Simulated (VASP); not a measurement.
Input:

```
SnO2
1.0
    4.76516     0.00000     0.00000
    0.00000     4.76516     0.00000
    0.00000     0.00000     3.20844
Sn O
2 4
Direct
  0.00000   0.00000   0.00000
  0.50000   0.50000   0.50000
  0.30585   0.30585   0.00000
  0.80585   0.19415   0.50000
  0.19415   0.80585   0.50000
  0.69415   0.69415   0.00000
```

These are r2SCAN meta-GGA, VASP's PBE PAW potentials (set 64) (plane waves; VASP) values and carry that method's errors. Settings: 520 eV cut-off, 5×5×8 Γ-centred mesh, tetrahedra with Blöchl corrections, potentials Sn_d O.

Unless said otherwise, spin-orbit coupling is left out, though it shifts the bands of the heavy elements here.

Predict the energy per atom (σ→0), band gap (over mesh and band path) with the smallest direct gap where there is one.

The band gap (over mesh and band path) is 1.73 eV and the smallest direct gap (over mesh and band path) is 1.73 eV. The energy per atom (σ→0) is -14.105 eV/atom.

Only differences to runs with the same potentials and settings are physical.

The compound is SnO2 in the rutile structure. It was relaxed first.
